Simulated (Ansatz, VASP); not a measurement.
# Si in two plane-wave programs, part 2 of 2

Aim: how closely do two programs agree when they are given the same cell, functional and k mesh? Of the first pair: The structure shown is frame 40 of Ansatz's trajectory.

VASP 6.6.1 and Ansatz 0.2.0.

So far. Step 3 (VASP: single point, LDA, pair 1): The run ends at a pressure of -1.41 GPa, with forces up to 3.3 eV/Å.

**4. Differences**

Known differences besides the potentials themselves: the two LDA forms differ slightly; the cutoff is 320 eV in Ansatz and 400 eV in VASP; VASP's log shows a relativistic correction to its local exchange, Ansatz's none; Ansatz's log warns that its cutoff lies below the recommended one. Total energies have different zeros and are not compared.

Forces on 10 of the 30 atoms, those with the largest forces and the largest differences (eV/Å; atoms numbered as in POSCAR):

| atom | Ansatz x, y, z | VASP x, y, z |
| --- | --- | --- |
| Si7 | 1.662, 1.379, -0.784 | 1.663, 1.376, -0.775 |
| Si8 | -0.186, -0.786, 1.340 | -0.192, -0.786, 1.352 |
| Si14 | 0.693, -0.157, -1.163 | 0.708, -0.162, -1.162 |
| Si17 | -0.378, -1.696, 2.763 | -0.382, -1.698, 2.771 |
| Si18 | -0.625, 1.954, -0.314 | -0.631, 1.948, -0.308 |
| Si19 | -0.451, -0.714, -0.394 | -0.456, -0.715, -0.409 |
| Si21 | 1.227, 1.963, 0.260 | 1.227, 1.970, 0.255 |
| Si24 | 0.765, 2.192, 0.773 | 0.767, 2.195, 0.775 |
| Si26 | -1.014, -1.717, 0.766 | -1.009, -1.718, 0.761 |
| Si27 | 0.387, -0.551, 3.105 | 0.393, -0.551, 3.102 |

The forces differ by 5.0 meV/Å r.m.s., which is 0.5 % of the r.m.s. force of 0.938 eV/Å (both taken over all components).

**5. Ansatz: dynamics, LDA**

One frame of this run of dynamics is then solved in both programs, so the motion causes no difference.

The structure compared here is frame 27 of Ansatz's trajectory.

input.yaml

```yaml
crystal:
  lattice:
    - [8.4978037057, 0.0, 0.0]
    - [0.0, 8.4978037057, 0.0]
    - [0.0, 0.0, 8.4978037057]
  atoms:
    - { symbol: Si, position: [0.5429702467, 0.2742724498, 0.6575708529] }
    - { symbol: Si, position: [0.0694450434, 0.6248006225, 0.5975870818] }
    - { symbol: Si, position: [0.3304872785, 0.1283188171, 0.1851682462] }
    - { symbol: Si, position: [0.681749833, 0.6795406644, 0.0644808254] }
    - { symbol: Si, position: [0.7230971314, 0.8010632581, 0.4278258447] }
    - { symbol: Si, position: [0.7569084162, 1.1501953055, 0.4053521022] }
    - { symbol: Si, position: [0.8464934644, 0.5154695595, 0.3700650034] }
    - { symbol: Si, position: [0.5542586105, 1.0669469567, 0.039193358] }
    - { symbol: Si, position: [0.6348224689, 0.3029676605, -0.096130601] }
    - { symbol: Si, position: [0.2933828847, 0.7899573456, 0.6285316308] }
    - { symbol: Si, position: [0.8598580714, 0.8008592822, 0.6452963208] }
    - { symbol: Si, position: [0.463970483, 0.5313597229, 0.5150385708] }
    - { symbol: Si, position: [0.6237445216, 0.6389911405, 0.7288445266] }
    - { symbol: Si, position: [0.5559417171, 0.5724165252, 0.2550027119] }
    - { symbol: Si, position: [0.5622225145, 0.9357289171, 0.6049218353] }
    - { symbol: Si, position: [0.3356450443, 0.1343007124, 0.5203913013] }
    - { symbol: Si, position: [0.0909760993, 0.2891368709, 0.5544651836] }
    - { symbol: Si, position: [0.0102801956, 0.3581733038, 0.2111192176] }
    - { symbol: Si, position: [0.658513013, 1.3097906986, 0.2539971715] }
    - { symbol: Si, position: [0.3615089449, 0.4475288961, -0.2467871445] }
    - { symbol: Si, position: [0.8219002624, 0.0984798108, 0.659828038] }
    - { symbol: Si, position: [0.9970844254, 0.0132830914, 0.3013638876] }
    - { symbol: Si, position: [0.7344599267, 0.9242675613, -0.1364321679] }
    - { symbol: Si, position: [1.0736475182, 0.9855484403, 0.5877157139] }
    - { symbol: Si, position: [0.9986746193, 0.4132279747, 0.8040756569] }
    - { symbol: Si, position: [0.2234503746, 0.4804637874, 0.3799389715] }
    - { symbol: Si, position: [0.7580082449, 0.4395416185, 0.6369925023] }
    - { symbol: Si, position: [0.7581729884, 0.9273114755, 0.1598016399] }
    - { symbol: Si, position: [0.8125507994, 0.4539397942, 0.048428271] }
    - { symbol: Si, position: [0.3966856955, 0.4024748149, 0.0752896424] }
kpoints:
  mp_grid: { grid: [1, 1, 1] }
scf:
  occupations: { method: fermi_dirac, width: 0.1 }
  n_extra_bands: 21
hamiltonian:
  xc: lda
  pseudopotentials: { kind: paw }
output:
  forces: true
basis:
  ecutwfc: 320
md:
  timestep: 2.5
  n_steps: 80
  ensemble: nvt_langevin
  temperature: 300
  seed: 0
```

Run with:

```sh
$ ansatz run input.yaml --threads 4 --pin off --max-ram 8192MiB --backend cpu --events-out ev --progress --plain --runs-dir out
```

Numbers of over 12 decimals in the logs are rounded to 6 here.

What it wrote:

```text
[...]
Crystal: 30 atoms, lattice volume = 613.649 Å³
Basis set: ecut = 320 eV, 8025 PW (Γ)
Bands: 81, of which v1, the nominal top of the filled ones, is band 60 counted from 1 (59 counted from 0)
Symmetry: 1 space group operations
k-points: 1
[...]
SCF iter   1: F=—  HF=-18247.576936 eV  |F-HF|=—  |Δ(HF+E_count)|=         —  Δρ=8.60e-3  dr2=8.46e-1  ethr=1.77e-3  ⟨swp⟩=8.0  Hψ=438  notcnv=0
[...]
atom   8  Si     0.53425617     0.53097454    -0.28148095
[...]
atom  27  Si    -0.71378096     0.96140534     0.16021222
  atom  28  Si     0.87743221    -0.36424836     0.39846894
  atom  29  Si    -0.36977340    -0.92461534    -0.15100599
  atom  30  Si    -0.14957994     0.28179528    -0.45453181
  max |Σ_I F_I| component: 1.71e-4 eV/Å
--- MD trajectory: 80 steps, t = 0.0 → 200.0 fs ---
  final state: T = 359.1 K   F+E_penalty+E_count = -18252.56065073 eV   E_kin = 1.392687 eV
[key lines of the parts left out:]
SCF converged after 8 iterations
Free energy (F): -18252.560651 eV
Fermi energy:    5.914176 eV
```

**6. VASP: single point, LDA, pair 2**

The same cell, functional (in two slightly different forms), mesh and smearing now go to VASP, with its own data sets.

INCAR

```
SYSTEM = Si
PREC = Accurate
ENCUT = 400
EDIFF = 1E-06
NELM = 120
ISMEAR = -1
SIGMA = 0.1
LREAL = .FALSE.
ALGO = Normal
GGA = CA
NBANDS = 84
LORBIT = 11
LWAVE = .FALSE.
LCHARG = .FALSE.
ISIF = 2
LASPH = .TRUE.
GGA_COMPAT = .FALSE.
EFERMI = MIDGAP
```

POSCAR

```
Si
1.0
    8.4978037057      0.0000000000      0.0000000000
    0.0000000000      8.4978037057      0.0000000000
    0.0000000000      0.0000000000      8.4978037057
Si
30
Direct
    0.5609881288      0.2717611609      0.5878742523
    0.1024901292      0.5886963471      0.5947846261
    0.3266201593      0.1503789737      0.2124545427
    0.6769819825      0.6849572197      0.0198348898
    0.6923440696      0.7840736537      0.3980270805
    0.7323845332      0.1101433178      0.4136540595
    0.8228371991      0.5051945360      0.3747285899
    0.5742979209      0.0625762035      0.0721075729
    0.6296889391      0.3145706929      0.9171737752
    0.3028255405      0.7874746501      0.5867298390
    0.8642495466      0.7933263974      0.6125967580
    0.4369672598      0.5364237817      0.5417325652
    0.6145373771      0.6533810608      0.7225665846
    0.5422615254      0.5809271632      0.2573013070
    0.5464942661      0.9359308917      0.6036362074
    0.3284724026      0.1179284713      0.5093731451
    0.1337586792      0.2861226364      0.5739057019
    0.9868518968      0.3327039666      0.2448164340
    0.6471082636      0.3034537374      0.2156747865
    0.3101289570      0.4553411839      0.7803100584
    0.8282536575      0.1370229344      0.7033968078
    0.0463444800      0.0683009422      0.2648926803
    0.7114301777      0.9338910705      0.8556993027
    0.0696953371      0.9947505606      0.5547932340
    0.0035804892      0.4169518528      0.7972624733
    0.2209187297      0.4538759818      0.3507609852
    0.7685390515      0.4433752685      0.6449144026
    0.8069510944      0.9260692848      0.1732291132
    0.8643327446      0.4565779741      0.0256295635
    0.3780585091      0.4084131759      0.0951691788
```

KPOINTS

```
Automatic mesh
0
Gamma
1 1 1
0 0 0
```

Potentials, in the order of the species: Si (LDA family, release 64).

Run with:

```sh
$ mpirun -np 4 vasp_gam
```

What it wrote:

```text
[banner, memory and clock lines left out]
running    4 mpi-ranks, on    1 nodes
[...]
[... a notice as in an earlier step ...]

 LDA part: xc-table for (Slater(with rela. corr.)+CA(PZ))
 , standard interpolation
 POSCAR, INCAR and KPOINTS ok, starting setup
[...]
entering main loop
       N       E                     dE             d eps       ncg     rms          rms(c)
DAV:   1     0.496082948308E+03    0.49608E+03   -0.44906E+04   168   0.101E+03
DAV:   2    -0.118622237282E+03   -0.61471E+03   -0.57155E+03   220   0.193E+02
DAV:   3    -0.172907346706E+03   -0.54285E+02   -0.53014E+02   208   0.531E+01
DAV:   4    -0.174830325346E+03   -0.19230E+01   -0.19081E+01   232   0.120E+01
[...]
DAV:  14    -0.171207596094E+03   -0.14734E-04   -0.17779E-05   232   0.105E-02    0.948E-03
DAV:  15    -0.171207604153E+03   -0.80591E-05   -0.54334E-06   184   0.506E-03    0.306E-03
DAV:  16    -0.171207605086E+03   -0.93353E-06   -0.63731E-07   128   0.205E-03
   1 F= -.17120761E+03 E0= -.17113442E+03  d E =-.146370E+00
```

OUTCAR, selected parts (step 6):

```text
  Total      -14.2847296    -14.4658815    -16.0284050      2.3735968      4.7110523      0.5624933
  in kB      -37.2960228    -37.7689924    -41.8485876      6.1972275     12.3000938      1.4686146
  external PRESSURE =     -38.9712009 kB  Pullay stress =       0.0000000 kB

 POSITION                                       TOTAL-FORCE (eV/Angst)
 -----------------------------------------------------------------------------------
      4.76717      2.30937      4.99564        -0.702999     -0.487084      0.445212
      0.87094      5.00263      5.05436        -0.826051      0.561883     -0.819647
      2.77555      1.27789      1.80540         0.725925     -0.191323     -0.055961
      5.75286      5.82063      0.16855         0.611763      0.110899     -0.037254
      5.88340      6.66290      3.38236         0.051912      0.377033     -0.551257
      6.22366      0.93598      3.51515        -0.118289     -0.118289      0.363020
      6.99231      4.29304      3.18437        -0.865400      0.186662      0.505612
      4.88027      0.53176      0.61276         0.659885     -0.378024      0.108747
      5.35097      2.67316      7.79396         0.014289      0.193156     -0.251600
      2.57335      6.69180      4.98592        -0.511765      1.035688      0.106105
      7.34422      6.74153      5.20573         0.273275     -0.126466      0.331530
      3.71326      4.55842      4.60354         0.103447     -0.859742     -1.026684
      5.22222      5.55230      6.14023         0.263275      0.507245      0.863268
      4.60803      4.93661      2.18650         0.860021     -1.077116      0.399770
[...]
-----------------------------------------------------------------------------------
    total drift:                               -0.000174     -0.000012      0.000022

  FREE ENERGIE OF THE ION-ELECTRON SYSTEM (eV)
  ---------------------------------------------------
  free  energy   TOTEN  =      -171.2076050862 eV

  energy  without entropy=     -171.0612346921  energy(sigma->0) =     -171.13441989

[... 2 parts as in an earlier step ...]

[... 1 further part left out ...]
[key lines of the parts left out:]
E-fermi :   5.6032
```

The run ends at a pressure of -3.90 GPa, with forces up to 2.1 eV/Å.

**7. Side by side**

Forces on 9 of the 30 atoms, those with the largest forces and the largest differences (eV/Å; atoms numbered as in POSCAR):

| atom | Ansatz x, y, z | VASP x, y, z |
| --- | --- | --- |
| Si2 | -0.823, 0.570, -0.820 | -0.826, 0.562, -0.820 |
| Si9 | 0.018, 0.196, -0.271 | 0.014, 0.193, -0.252 |
| Si12 | 0.103, -0.860, -1.024 | 0.103, -0.860, -1.027 |
| Si14 | 0.849, -1.072, 0.399 | 0.860, -1.077, 0.400 |
| Si16 | 1.950, -0.797, 0.319 | 1.952, -0.794, 0.309 |
| Si17 | -0.862, 0.966, 0.676 | -0.862, 0.967, 0.677 |
| Si19 | 0.402, 0.800, 0.834 | 0.391, 0.807, 0.826 |
| Si25 | 0.150, -0.419, -1.334 | 0.161, -0.417, -1.347 |
| Si29 | -1.715, -0.116, 0.808 | -1.723, -0.118, 0.802 |

The forces differ by 5.6 meV/Å r.m.s., which is 0.9 % of the r.m.s. force of 0.609 eV/Å (both taken over all components).

**8. Outcome**

- r.m.s. force difference (single point, LDA, pair 1): 0.53 % of the r.m.s. force
- r.m.s. force difference (single point, LDA, pair 2): 0.92 % of the r.m.s. force

**Reading.** The r.m.s. force difference is 0.92 % of the r.m.s. force (single point, LDA, pair 2), within the 3 % picked in this series as the mark of a large difference. 4 further runs of this series are not shown here. Such differences can come from data sets, numerical settings and the points named under the comparisons, not from the functional's error against experiment.

[Lines on the potential files, build, host, timing and source positions are cut from VASP's logs without a mark.]

[Logs are printed without paths, hosts, clocks, repeated set-up lines and the standing remarks that a program may print on its own settings, such as how far it seeks lower states.]

[Hosts, paths, dates, database ids (printed as entryN), source tags and the programs' standing remarks are cut or masked in the printed files.]
